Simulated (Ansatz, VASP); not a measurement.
**BiB: VASP beside Ansatz**

```
B Bi
1.0
    -0.01372    2.73115    2.73115
     2.73115   -0.01372    2.73115
     2.73115    2.73115   -0.01372
B Bi
1 1
Direct
  0.99973 0.99973 0.99973
  0.25027 0.25027 0.25027
```

Change from the starting cell: shear_111 strain -0.8%.

Alike in both runs: task single point; functional r2SCAN; k mesh 8 × 8 × 8; no spin polarisation.

```csv
,VASP,Ansatz
version,VASP 6.6.1,Ansatz 0.2.0
potentials or method,"VASP PAW PBE potentials, release 64 (B, Bi_d)","plane waves, PAW"
plane-wave cutoff (eV),520,500
occupations,"gaussian, width 0.01 eV",fixed
valence electrons in the cell,18,18
```

|  | VASP | Ansatz | Ansatz less VASP |
| --- | --- | --- | --- |
| gap on the k mesh at the Fermi level (eV) | 0.42 | 0.41 | -0.004 |
| pressure (GPa) | 0.5 | 0.6 | +0.05 |
| largest component of the traceless stress (GPa) | 0.41 | 0.41 | -0.001 |

Caveats: the PAW data sets were made with another functional, which shifts forces and pressure a little (VASP); spin-orbit coupling is left out, which as a rule narrows the gap of such compounds by several tenths of an eV. A k mesh can miss the band edges.
